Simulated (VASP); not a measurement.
Computed with PBE GGA with D3 dispersion (zero damping), VASP's PBE PAW potentials (set 64) (plane waves; VASP).

The input files of a VASP run:

**KPOINTS**
```
Automatic mesh
0
Gamma
8 8 8
0 0 0
```

### POSCAR
```
MnS
1
    5.0884849128     2.5382335909     2.5382335909
    2.5382335909     5.0884849128     2.5382335909
    2.5382335909     2.5382335909     5.0884849128
Mn S
2 2
Direct
  0.0000000000   0.0000000000   0.0000000000
  0.5000000000   0.5000000000   0.5000000000
  0.2500000000   0.2500000000   0.2500000000
  0.7500000000   0.7500000000   0.7500000000
```

**INCAR**
```
ALGO = Normal
EDIFF = 1E-7
ENCUT = 520
GGA = PE
ISIF = 2
ISMEAR = -5
ISPIN = 2
IVDW = 11
LASPH = .TRUE.
LCHARG = .TRUE.
LEFG = .TRUE.
LMAXMIX = 4
LORBIT = 11
LREAL = .FALSE.
LWAVE = .FALSE.
MAGMOM = 4.1 -4.1 0.0 0.0
NEDOS = 601
NELM = 100
PREC = Accurate
SYSTEM = MnS
```

POTCAR, in this order: Mn_pv S (PBE.64 set). Program: vasp_std.

The resulting files:

OSZICAR:
```
       N       E                     dE             d eps       ncg     rms          rms(c)
DAV:   1     0.385886137058E+03    0.38589E+03   -0.21471E+04  6284   0.181E+03
DAV:   2     0.554204237848E+01   -0.38034E+03   -0.37539E+03  6016   0.489E+02
DAV:   3    -0.293818367827E+02   -0.34924E+02   -0.34518E+02  8592   0.135E+02
DAV:   4    -0.305638660717E+02   -0.11820E+01   -0.11759E+01  6953   0.230E+01
DAV:   5    -0.305911705261E+02   -0.27304E-01   -0.27299E-01  7612   0.401E+00    0.168E+01
DAV:   6    -0.284892159464E+02    0.21020E+01   -0.27260E+01  7850   0.486E+01    0.156E+01
DAV:   7    -0.284269559019E+02    0.62260E-01   -0.25864E+00  7365   0.189E+01    0.891E+00
DAV:   8    -0.284405778192E+02   -0.13622E-01   -0.31550E-01  8078   0.505E+00    0.430E+00
DAV:   9    -0.284285829886E+02    0.11995E-01   -0.57584E-02  7955   0.238E+00    0.357E-01
DAV:  10    -0.284307588844E+02   -0.21759E-02   -0.11316E-02  7566   0.695E-01    0.212E-01
DAV:  11    -0.284308935552E+02   -0.13467E-03   -0.80909E-04  6839   0.238E-01    0.125E-01
DAV:  12    -0.284309427638E+02   -0.49209E-04   -0.30177E-04  7495   0.940E-02    0.933E-02
DAV:  13    -0.284309700735E+02   -0.27310E-04   -0.21583E-05  6520   0.447E-02    0.478E-02
DAV:  14    -0.284309759827E+02   -0.59092E-05   -0.17889E-05  6666   0.372E-02    0.121E-02
DAV:  15    -0.284309772134E+02   -0.12307E-05   -0.91558E-07  6925   0.100E-02    0.354E-03
DAV:  16    -0.284309772722E+02   -0.58779E-07   -0.15208E-07  5609   0.289E-03
   1 F= -.29572100E+02 E0= -.29572100E+02  d E =0.000000E+00  mag=    -0.0000
```

**OUTCAR**
```
------------------------ aborting loop because EDIFF is reached ----------------------------------------
 Edisp (eV)   -1.14112
  FORCE on cell =-STRESS in cart. coord.  units (eV):
  Direction    XX          YY          ZZ          XY          YZ          ZX
  --------------------------------------------------------------------------------------
  Total      -0.05172    -0.05172    -0.05172    -0.07043    -0.07043    -0.07043
  in kB      -1.25343    -1.25343    -1.25343    -1.70695    -1.70695    -1.70695
  external pressure =       -1.25 kB  Pullay stress =        0.00 kB
  volume of cell :       66.11
      direct lattice vectors                 reciprocal lattice vectors
     5.088484913  2.538233591  2.538233591     0.294204560 -0.097913657 -0.097913657
     2.538233591  5.088484913  2.538233591    -0.097913657  0.294204560 -0.097913657
     2.538233591  2.538233591  5.088484913    -0.097913657 -0.097913657  0.294204560
 POSITION                                       TOTAL-FORCE (eV/Angst)
 -----------------------------------------------------------------------------------
      0.00000      0.00000      0.00000        -0.000000      0.000000     -0.000000
      5.08248      5.08248      5.08248        -0.000000      0.000000     -0.000000
      2.54124      2.54124      2.54124         0.000000     -0.000000     -0.000000
      7.62371      7.62371      7.62371         0.000000      0.000000      0.000000
 -----------------------------------------------------------------------------------
    total drift:                                0.000000     -0.000000     -0.000000
  FREE ENERGIE OF THE ION-ELECTRON SYSTEM (eV)
  ---------------------------------------------------
  free  energy   TOTEN  =       -29.5721004900 eV

  energy  without entropy=      -29.5721004900  energy(sigma->0) =      -29.57210049

 total charge

# of ion       s       p       d       tot
------------------------------------------
    1        0.221   6.179   4.977  11.377
    2        0.221   6.179   4.977  11.377
    3        1.326   2.427   0.000   3.753
    4        1.326   2.427   0.000   3.753
--------------------------------------------------
tot          3.094  17.212   9.954  30.260

 magnetization (x)

# of ion       s       p       d       tot
------------------------------------------
    1        0.017   0.015   4.085   4.116
    2       -0.017  -0.015  -4.085  -4.116
    3        0.000   0.000   0.000   0.000
    4        0.000   0.000   0.000   0.000
--------------------------------------------------
tot          0.000   0.000   0.000   0.000

 Electric field gradients after diagonalization (V/A^2)
 (convention: |V_zz| > |V_xx| > |V_yy|)
----------------------------------------------------------------------
 ion       V_xx      V_yy      V_zz     asymmetry (V_yy - V_xx)/ V_zz
----------------------------------------------------------------------
   1       1.248     1.248    -2.495       0.000
   2       1.248     1.248    -2.495       0.000
   3       1.894     1.894    -3.788       0.000
   4       1.894     1.894    -3.788       0.000
```
(Selected blocks of OUTCAR.)

File OUTCAR:
```
 val. band max:        7.0908741889   @ k =   0.5000   0.5000   0.5000

 cond. band min:       7.6976026080   @ k =   0.5000   0.0000   0.0000


 Fermi energy:         7.1133890475

 spin component 1

 k-point     1 :       0.0000    0.0000    0.0000
  band No.  band energies     occupation
      1     -43.1145      1.00000
      2     -43.1145      1.00000
      3     -43.1128      1.00000
      4     -38.6991      1.00000
      5     -38.6991      1.00000
      6     -38.6745      1.00000
      7      -7.4651      1.00000
      8      -5.9566      1.00000
      9       0.2660      1.00000
     10       2.8028      1.00000
     11       2.8028      1.00000
     12       4.3343      1.00000
     13       4.3343      1.00000
     14       4.5336      1.00000
     15       5.5792      1.00000
     16       5.5792      1.00000
     17       5.6171      1.00000
     18       5.7275      1.00000
     19       5.7276      1.00000
     20       8.2078      0.00000
     21       8.2078      0.00000
     22       8.3454      0.00000
     23       9.9030      0.00000

 k-point     2 :       0.1250    0.0000    0.0000
  band No.  band energies     occupation
      1     -43.1157      1.00000
      2     -43.1148      1.00000
      3     -43.1127      1.00000
      4     -38.7008      1.00000
      5     -38.6995      1.00000
      6     -38.6742      1.00000
      7      -7.3092      1.00000
      8      -5.9191      1.00000
      9       0.4854      1.00000
     10       2.6491      1.00000
     11       2.8364      1.00000
     12       3.9062      1.00000
     13       4.1699      1.00000
     14       4.4545      1.00000
     15       4.6267      1.00000
     16       5.2696      1.00000
     17       5.3730      1.00000
     18       5.9318      1.00000
     19       6.4576      1.00000
     20       8.1694      0.00000
     21       8.3757      0.00000
     22       8.3766      0.00000
     23       9.2238      0.00000
...
```

The compound is MnS in the rock salt, AFM-II order structure. It was relaxed first, which changed the volume by -7 %.
